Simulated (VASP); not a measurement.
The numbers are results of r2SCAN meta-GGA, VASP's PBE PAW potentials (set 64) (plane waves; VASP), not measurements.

A VASP calculation is set up with these files.

POSCAR:
```
W
2.7748470
 -0.5773503635   0.5773503635   0.5773503635
  0.5773503635  -0.5773503635   0.5773503635
  0.5773503635   0.5773503635  -0.5773503635
W
1
direct
  0.0000000000   0.0000000000   0.0000000000
```

INCAR:
```
# general
SYSTEM  = W
PREC    = Accurate
ENCUT   = 520
LREAL   = .False.   # projection in real space or not
LASPH   = .True.   # aspherical one-centre terms

# electronic loop
EDIFF   = 1E-7   # SCF stop (eV)
NELM    = 100   # most electronic steps
ALGO    = Normal   # blocked Davidson
LMAXMIX = 6
LMIXTAU = .True.

# smearing
ISMEAR  = 1
SIGMA   = 0.1

# functional
METAGGA = R2SCAN

# ions
ISIF    = 2   # forces and stress, cell fixed

# output
LWAVE   = .False.
LCHARG  = .False.
```

### KPOINTS
```
Automatic mesh
0
Gamma
16 16 16
0 0 0
```

POTCAR, in this order: W_sv (PBE.64 set). Program: vasp_std.

Unless said otherwise, spin-orbit coupling is left out, though it shifts the bands of the heavy elements here.

### Question
What does the run give for the energy per atom (σ→0), pressure, band gap (on the k-mesh)?

### Answer

```json
{
 "energy per atom (σ→0)": "-51.341 eV/atom",
 "band gap (on the k-mesh)": "none (metal, semimetal or under 0.01 eV)",
 "pressure": "-86.5 kbar"
}
```

**OSZICAR**
```
...
DAV:  15    -0.513408702571E+02    0.12724E-04   -0.17738E-05  3403   0.587E-02    0.691E-03
DAV:  16    -0.513408722684E+02   -0.20113E-05   -0.23842E-06  3523   0.171E-02    0.210E-03
DAV:  17    -0.513408693853E+02    0.28831E-05   -0.37451E-07  3370   0.851E-03    0.749E-04
DAV:  18    -0.513408711697E+02   -0.17844E-05   -0.37960E-08  1634   0.266E-03    0.319E-04
DAV:  19    -0.513408703696E+02    0.80010E-06   -0.90984E-09  1616   0.159E-03    0.583E-05
DAV:  20    -0.513408706925E+02   -0.32290E-06   -0.85380E-10  1607   0.517E-04    0.111E-05
DAV:  21    -0.513408706386E+02    0.53904E-07   -0.84496E-11  1604   0.163E-04
   1 F= -.51340871E+02 E0= -.51340696E+02  d E =-.523713E-03
```

The compound is W in the bcc structure. This cell is one point of a volume scan, at 1.03 of the reference volume.
